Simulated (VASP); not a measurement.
Given:

```
CELL_PARAMETERS angstrom
      0.00000     2.01500     2.01500
      2.01500     0.00000     2.01500
      2.01500     2.01500     0.00000
ATOMIC_POSITIONS crystal
  Li 0.00000 0.00000 0.00000
  F  0.50000 0.50000 0.50000
```

The numbers are results of PBE GGA, VASP's PBE PAW potentials (set 64) (plane waves; VASP 6.6.1), not measurements. Run with 520 eV cut-off, 9×9×9 Γ-centred mesh, Gaussian smearing of 0.050 eV, potentials Li_sv F.

Problem. Give the stress tensor in GPa (positive for a compressed cell).

Solution. 
```
1.54  0.00  0.00
0.00  1.54  0.00
0.00  0.00  1.54
```
The pressure is its mean diagonal, 1.54 GPa.

The compound is LiF in the rock salt structure. The cell was not relaxed at this level.
